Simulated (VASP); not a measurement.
Data:

```
NaF
1.0
    0.00000     2.28594     2.28594
    2.28594     0.00000     2.28594
    2.28594     2.28594     0.00000
Na F
1 1
Direct
  0.00000   0.00000   0.00000
  0.50000   0.50000   0.50000
```

Method: r2SCAN meta-GGA, VASP's PBE PAW potentials (set 64) (plane waves; VASP). Numerical set-up: 520 eV cut-off, 11×11×11 Γ-centred mesh, tetrahedra with Blöchl corrections, potentials Na_pv F.

What does the run give for the energy per atom (σ→0), band gap (over mesh and band path) with the smallest direct gap where there is one?

```json
{
  "band gap (over mesh and band path)": "7.41 eV",
  "smallest direct gap (over mesh and band path)": "7.41 eV",
  "energy per atom (σ→0)": "-6.302 eV/atom"
}
```

The absolute energy has meaning only against runs of the same code, potentials and settings.

The compound is NaF in the rock salt structure. It was relaxed first.
